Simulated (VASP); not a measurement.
# Si3Bi2Te3 (P-3m1) in VASP: single point with PBE

Aim: the single point of Si3Bi2Te3 with PBE.

All numbers are computed with VASP 6.6.1; they aren't measurements. Logs are shortened: lines on timing, memory, paths and dates and some standing lists are left out, and cuts for length are marked.

## Step 1: The structure

Symmetry: P-3m1, No. 164, trigonal system. The conventional cell has a = 4.101 Å, b = 4.101 Å, c = 31.900 Å, α = 90.00°, β = 90.00°, γ = 120.00°. Si (site symmetry 3m) is surrounded by 4 Si at 2.37 to 2.47 Å. Si (site symmetry 3m) is surrounded by 4 Si at 2.37 to 2.46 Å. Si (site symmetry 3m) is surrounded by 3 Si at 2.46 Å and 1 Te at 2.64 Å. Around Bi (site symmetry 3m) lie 6 Te at 3.05 to 3.35 Å. Bi (site symmetry 3m) is surrounded by 6 Te at 3.16 to 3.18 Å. Te (site symmetry 3m) is surrounded by 3 Bi at 3.05 Å. Around Te (site symmetry 3m) lie 6 Bi at 3.18 to 3.35 Å. Te (site symmetry 3m) is surrounded by 1 Si at 2.64 Å.

The cell was built by a generator and needn't be a form met in nature.

## Step 2: Single point, PBE

Contents of INCAR:

```
ALGO = Fast ; EDIFF = 1E-5
ENCUT = 520 ; GGA = PE
ISIF = 2 ; ISMEAR = 0
LASPH = True ; LCHARG = False
LREAL = Auto ; LWAVE = False
NBANDS = 74 ; NELM = 80
PREC = Normal ; SIGMA = 0.15
```

Contents of KPOINTS:

```
k-points
0
Gamma
  6 6 1
```

Contents of POSCAR:

```
Si3Bi2Te3
1.0
    4.1009200000      0.0000000000      0.0000000000
   -2.0504600000      3.5515010000      0.0000000000
    0.0000000000      0.0000000000     31.8997400000
Si Bi Te
6 4 6
Direct
    0.3333330000      0.6666670000      0.0109180000
    0.3333330000      0.6666670000      0.0853630000
    0.0000000000      0.0000000000      0.1064610000
    0.6666670000      0.3333330000      0.9890820000
    0.6666670000      0.3333330000      0.9146370000
    0.0000000000      0.0000000000      0.8935390000
    0.0000000000      0.0000000000      0.3954150000
    0.3333330000      0.6666670000      0.2547080000
    0.6666670000      0.3333330000      0.7452920000
    0.0000000000      0.0000000000      0.6045850000
    0.3333330000      0.6666670000      0.4558990000
    0.6666670000      0.3333330000      0.3210990000
    0.0000000000      0.0000000000      0.1893330000
    0.0000000000      0.0000000000      0.8106670000
    0.6666670000      0.3333330000      0.5441010000
    0.3333330000      0.6666670000      0.6789010000
```

Potentials or basis: VASP PAW PBE potentials, release 64 (Si, Bi_d, Te).

Launch:

```
$ cat potpaw_PBE.64/Si/POTCAR potpaw_PBE.64/Bi_d/POTCAR potpaw_PBE.64/Te/POTCAR > POTCAR
$ mpirun -np 1 vasp_std > vasp.out
```

OUTCAR:

```text
EDIFF = 1E-5
   ENCUT = 520
   GGA = PE
   ISIF = 2
   ISMEAR = 0
   LASPH = True
   LREAL = Auto
   NELM = 80
   PREC = Normal

 ion  position               nearest neighbor table
   1  0.333  0.667  0.011-   2 2.37   4 2.47   4 2.47   4 2.47
   2  0.333  0.667  0.085-   1 2.37   3 2.46   3 2.46   3 2.46
   3  0.000  0.000  0.106-   2 2.46   2 2.46   2 2.46  13 2.64
   4  0.667  0.333  0.989-   5 2.37   1 2.47   1 2.47   1 2.47
   5  0.667  0.333  0.915-   4 2.37   6 2.46   6 2.46   6 2.46
   6  0.000  0.000  0.894-   5 2.46   5 2.46   5 2.46  14 2.64
   7  0.000  0.000  0.395-  11 3.05  11 3.05  11 3.05  12 3.35  12 3.35  12 3.35
   8  0.333  0.667  0.255-  13 3.16  13 3.16  13 3.16  12 3.18  12 3.18  12 3.18
   9  0.667  0.333  0.745-  14 3.16  14 3.16  14 3.16  16 3.18  16 3.18  16 3.18
  10  0.000  0.000  0.605-  15 3.05  15 3.05  15 3.05  16 3.35  16 3.35  16 3.35
  11  0.333  0.667  0.456-   7 3.05   7 3.05   7 3.05  15 3.68  15 3.68  15 3.68
  12  0.667  0.333  0.321-   8 3.18   8 3.18   8 3.18   7 3.35   7 3.35   7 3.35
  13  0.000  0.000  0.189-   3 2.64   8 3.16   8 3.16   8 3.16
  14  0.000  0.000  0.811-   6 2.64   9 3.16   9 3.16   9 3.16
  15  0.667  0.333  0.544-  10 3.05  10 3.05  10 3.05  11 3.68  11 3.68  11 3.68
  16  0.333  0.667  0.679-   9 3.18   9 3.18   9 3.18  10 3.35  10 3.35  10 3.35

  LATTYP: Found a hexagonal cell.
 ALAT       =     4.1009200000
 C/A-ratio  =     7.7786789306

  Lattice vectors:

 A1 = (   4.1009200000,   0.0000000000,   0.0000000000)
 A2 = (  -2.0504600000,   3.5515010000,   0.0000000000)
 A3 = (   0.0000000000,   0.0000000000,  31.8997400000)

Analysis of symmetry for initial positions (statically):
=====================================================================
 Subroutine PRICEL returns:
 Original cell was already a primitive cell.

 Routine SETGRP: Setting up the symmetry group for a
 hexagonal supercell.

 Subroutine GETGRP returns: Found 12 space group operations
 (whereof 12 operations were pure point group operations)
 out of a pool of 24 trial point group operations.

The static configuration has the point symmetry D_3d.

Analysis of symmetry for dynamics (positions and initial velocities):
=====================================================================
 Subroutine PRICEL returns:
 Original cell was already a primitive cell.

 Routine SETGRP: Setting up the symmetry group for a
 hexagonal supercell.

 Subroutine GETGRP returns: Found 12 space group operations
 (whereof 12 operations were pure point group operations)
 out of a pool of 24 trial point group operations.

The dynamic configuration has the point symmetry D_3d.

 Subroutine INISYM returns: Found 12 space group operations
 (whereof 12 operations are pure point group operations),
 and found     1 'primitive' translations

----------------------------------------------------------------------------------------

                                     Primitive cell

  volume of cell :     464.6013

  direct lattice vectors                    reciprocal lattice vectors
     4.100920000  0.000000000  0.000000000     0.243847722  0.140785544  0.000000000
    -2.050460000  3.551501000  0.000000000     0.000000000  0.281571088  0.000000000
     0.000000000  0.000000000 31.899740000     0.000000000  0.000000000  0.031348218

  length of vectors
     4.100920000  4.100920088 31.899740000     0.281571094  0.281571088  0.031348218

  position of ions in fractional coordinates (direct lattice)
     0.333333000  0.666667000  0.010918000
     0.333333000  0.666667000  0.085363000
     0.000000000  0.000000000  0.106461000
     0.666667000  0.333333000  0.989082000
     0.666667000  0.333333000  0.914637000
     0.000000000  0.000000000  0.893539000
[... 8 lines left out ...]
     0.666667000  0.333333000  0.544101000
     0.333333000  0.666667000  0.678901000

  ion indices of the primitive-cell ions
   primitive index   ion index
                 1           1
                 2           2
                 3           3
                 4           4
                 5           5
                 6           6
[... 8 lines left out ...]
                15          15
                16          16

----------------------------------------------------------------------------------------

 KPOINTS: k-points

Automatic generation of k-mesh.
 Grid dimensions read from file:
 generate k-points for:    6    6    1

 Generating k-lattice:

  Cartesian coordinates                     Fractional coordinates (reciprocal lattice)
     0.040641287  0.023464257  0.000000000     0.166666667  0.000000000  0.000000000
     0.000000000  0.046928515  0.000000000     0.000000000  0.166666667  0.000000000
     0.000000000  0.000000000  0.031348218     0.000000000  0.000000000  1.000000000

  Length of vectors
     0.046928516  0.046928515  0.031348218

  Shift w.r.t. Gamma in fractional coordinates (k-lattice)
     0.000000000  0.000000000  0.000000000

 Subroutine IBZKPT returns following result:
 ===========================================

 Found      7 irreducible k-points:

 Following reciprocal coordinates:
            Coordinates               Weight
  0.000000  0.000000  0.000000      1.000000
  0.166667  0.000000  0.000000      6.000000
  0.333333 -0.000000  0.000000      6.000000
  0.500000 -0.000000  0.000000      3.000000
  0.166667  0.166667  0.000000      6.000000
  0.333333  0.166667  0.000000     12.000000
  0.333333  0.333333  0.000000      2.000000
   k-points           NKPTS =      7   k-points in BZ     NKDIM =      7   number of bands    NBANDS=     74
   number of dos      NEDOS =    301   number of ions     NIONS =     16
   total plane-waves  NPLWV = 103680
   dimension x,y,z NGX =    24 NGY =   24 NGZ =  180
   dimension x,y,z NGXF=    48 NGYF=   48 NGZF=  360
   ions per type =               6   4   6
   NGX,Y,Z   is equivalent  to a cutoff of   9.73,  9.73,  9.38 a.u.
   NGXF,Y,Z  is equivalent  to a cutoff of  19.46, 19.46, 18.76 a.u.
 SYSTEM =  unknown system
   PREC   = normal    normal or accurate (medium, high low for compatibility)
   ISTART =      0    job   : 0-new  1-cont  2-samecut
   ICHARG =      2    charge: 1-file 2-atom 10-const
   ISPIN  =      1    spin polarized calculation?
   LNONCOLLINEAR =      F non collinear calculations
   LSORBIT =      F    spin-orbit coupling
   LASPH  =      T    aspherical Exc in radial PAW
   ENCUT  =  520.0 eV  38.22 Ry    6.18 a.u.   7.62  7.62 59.31*2*pi/ulx,y,z
   NELM   =     80;   NELMIN=  2; NELMDL= -5     # of ELM steps
   EDIFF  = 0.1E-04   stopping-criterion for ELM
   LREAL  =      T    real-space projection
   EDIFFG = 0.1E-03   stopping-criterion for IOM
   NSW    =      0    number of steps for IOM
   IBRION =     -1    ionic relax: 0-MD 1-quasi-New 2-CG
   NFREE  =      0    steps in history (QN), initial steepest desc. (CG)
   ISIF   =      2    stress and relaxation
   ISYM   =      2    0-nonsym 1-usesym 2-fastsym
   POTIM  = 0.5000    time-step for ionic-motion
   TEBEG  =    0.0;   TEEND  =   0.0 temperature during run
   PSTRESS=    0.0 pullay stress
   NELECT =     120.0000    total number of electrons
   NUPDOWN=      -1.0000    fix difference up-down
   EMIN   =  10.00;   EMAX   =-10.00  energy-range for DOS
   EFERMI =   0.00;   METHOD = LEGACY
   ISMEAR =     0;   SIGMA  =   0.15  broadening in eV -4-tet -1-fermi 0-gaus
   EFERMI_NEDOS =   21; number of points for ismear=-14 and -15
   IALGO  =     68    algorithm
   IMIX   =      4    mixing-type and parameters
     AMIX     =   0.40;   BMIX     =  1.00
     AMIX_MAG =   1.60;   BMIX_MAG =  1.00
  volume/ion in A,a.u.               =      29.04       195.96
  Fermi-wavevector in a.u.,A,eV,Ry     =   1.042578  1.970186 14.789102  1.086968
  Thomas-Fermi vector in A             =   2.177249
   LORBIT       =      0    0 simple, 1 ext, 2 COOP (PROOUT), +10 PAW based schemes
   GGA     = PE    functional components
   LHFCALC =     F    Hartree Fock is set to
   AEXX    =    0.0000 exact exchange contribution
   IVDW    =     0    specifies the selected vdW correction
   LEPSILON=     F    determine dielectric tensor
   LRPA    =     F    only Hartree local field effects (RPA)
 non-spin polarized calculation
 RMM-DIIS sequential band-by-band and
 Gauss-broadening in eV      SIGMA  =   0.15
  energy-cutoff  :      520.00
  volume of cell :      464.60
 maximum number of plane-waves:     12569
   NGX = 15   NGY = 15   NGZ =119

 number of electron     119.9999870 magnetization

 Free energy of the ion-electron system (eV)
  ---------------------------------------------------
  ext. energy  EPLUGINS =         0.00000000
  ---------------------------------------------------
  free energy    TOTEN  =       -66.71952061 eV

  energy without entropy =      -66.64984360  energy(sigma->0) =      -66.68468210

 E-fermi :   6.3194     XC(G=0):  -9.3326

 val. band max:        6.2502403397   @ k =   0.5000  -0.0000   0.0000
 cond. band min:       6.3208765106   @ k =   0.3333  -0.0000   0.0000
 fundamental gap:      0.0706361709
 Fermi energy:         6.3194026368

 k-point     1 :       0.0000    0.0000    0.0000
  band No.  band energies     occupation
      1     -17.0849      2.00000
      2     -17.0849      2.00000
      3     -17.0676      2.00000
      4     -17.0676      2.00000
      5     -17.0676      2.00000
      6     -17.0676      2.00000
[... 64 lines left out ...]
     71       8.3376      0.00000
     72       8.6667      0.00000

 k-point     2 :       0.1667    0.0000    0.0000
  band No.  band energies     occupation
      1     -17.0816      2.00000
      2     -17.0816      2.00000
      3     -17.0721      2.00000
      4     -17.0721      2.00000
      5     -17.0676      2.00000
      6     -17.0676      2.00000
[... 64 lines left out ...]
     71       8.8735      0.00000
     72       8.8986      0.00000

 k-point     3 :       0.3333   -0.0000    0.0000
  band No.  band energies     occupation
      1     -17.0827      2.00000
      2     -17.0827      2.00000
      3     -17.0756      2.00000
      4     -17.0756      2.00000
      5     -17.0687      2.00000
      6     -17.0687      2.00000
[... 64 lines left out ...]
     71       8.6277      0.00000
     72       8.7264      0.00000

 k-point     4 :       0.5000   -0.0000    0.0000
  band No.  band energies     occupation
      1     -17.0871      2.00000
      2     -17.0871      2.00000
      3     -17.0750      2.00000
      4     -17.0750      2.00000
      5     -17.0720      2.00000
      6     -17.0720      2.00000
[... 64 lines left out ...]
     71       8.6119      0.00000
     72       8.6230      0.00000

 k-point     5 :       0.1667    0.1667    0.0000
  band No.  band energies     occupation
      1     -17.0780      2.00000
      2     -17.0780      2.00000
      3     -17.0767      2.00000
      4     -17.0767      2.00000
      5     -17.0693      2.00000
      6     -17.0693      2.00000
[... 64 lines left out ...]
     71       8.8577      0.00000
     72       8.8730      0.00000

 k-point     6 :       0.3333    0.1667    0.0000
  band No.  band energies     occupation
      1     -17.0833      2.00000
      2     -17.0833      2.00000
      3     -17.0726      2.00000
      4     -17.0726      2.00000
      5     -17.0716      2.00000
      6     -17.0716      2.00000
[... 64 lines left out ...]
     71       8.7252      0.00000
     72       8.9064      0.00000

 k-point     7 :       0.3333    0.3333    0.0000
  band No.  band energies     occupation
      1     -17.0789      2.00000
      2     -17.0788      2.00000
      3     -17.0786      2.00000
      4     -17.0786      2.00000
      5     -17.0683      2.00000
      6     -17.0683      2.00000
[... 64 lines left out ...]
     71       8.7949      0.00000
     72       9.7605      0.00000
 [bands above 72 left out]

------------------------ aborting loop because EDIFF is reached ----------------------------------------

  FORCE on cell =-STRESS in cart. coord.  units (eV):
  Direction    XX          YY          ZZ          XY          YZ          ZX
  --------------------------------------------------------------------------------------
  -------------------------------------------------------------------------------------
  Total        0.2321504      0.2321504     -0.4226072      0.0000000      0.0000000      0.0000000
  in kB        0.8005707      0.8005707     -1.4573608      0.0000000      0.0000000      0.0000000
  external PRESSURE =       0.0479269 kB  Pullay stress =       0.0000000 kB

 VOLUME and BASIS-vectors are now :
 -----------------------------------------------------------------------------
  energy-cutoff  :      520.00
  volume of cell :      464.60
      direct lattice vectors                 reciprocal lattice vectors
     4.100920000  0.000000000  0.000000000     0.243847722  0.140785544  0.000000000
    -2.050460000  3.551501000  0.000000000     0.000000000  0.281571088  0.000000000
     0.000000000  0.000000000 31.899740000     0.000000000  0.000000000  0.031348218

 POSITION                                       TOTAL-FORCE (eV/Angst)
 -----------------------------------------------------------------------------------
     -0.00000      2.36767      0.34828        -0.000000     -0.000000     -0.049591
     -0.00000      2.36767      2.72306        -0.000000     -0.000000      0.010844
      0.00000      0.00000      3.39608        -0.000000      0.000000     -0.012132
      2.05046      1.18383     31.55146         0.000000      0.000000      0.049591
      2.05046      1.18383     29.17668        -0.000000      0.000000     -0.010844
      0.00000      0.00000     28.50366        -0.000000      0.000000      0.012132
[... 8 lines left out ...]
      2.05046      1.18383     17.35668        -0.000000      0.000000      0.005481
     -0.00000      2.36767     21.65677         0.000000     -0.000000      0.005212
 -----------------------------------------------------------------------------------
    total drift:                                0.000000     -0.000000      0.000000

  FREE ENERGIE OF THE ION-ELECTRON SYSTEM (eV)
  ---------------------------------------------------
  free  energy   TOTEN  =       -66.7195206098 eV

  energy  without entropy=      -66.6498435976  energy(sigma->0) =      -66.68468210
```

Run time: 71 s. Hardware: 1 thread of Intel Xeon 6975P-C (Granite Rapids), shared host; peak memory 0.4 GiB.

Results:

```yaml
Free_energy: -66.7195 eV
Pressure: 0.0 GPa
Largest_force: 0.050 eV/Å
Band_gap_on_the_k_mesh: none (metal or under the smearing width)
```

Forces on the atoms (eV/Å):
```
Si   0.000  0.000 -0.050
Si   0.000  0.000  0.011
Si   0.000  0.000 -0.012
Si   0.000  0.000  0.050
Si   0.000  0.000 -0.011
Si   0.000  0.000  0.012
Bi   0.000  0.000 -0.032
Bi   0.000  0.000  0.044
Bi   0.000  0.000 -0.044
Bi   0.000  0.000  0.032
Te   0.000  0.000 -0.005
Te   0.000  0.000 -0.005
Te   0.000  0.000  0.041
Te   0.000  0.000 -0.041
Te   0.000  0.000  0.005
Te   0.000  0.000  0.005
```

Caveat: spin-orbit coupling is left out, which moves the levels of the heavy elements.
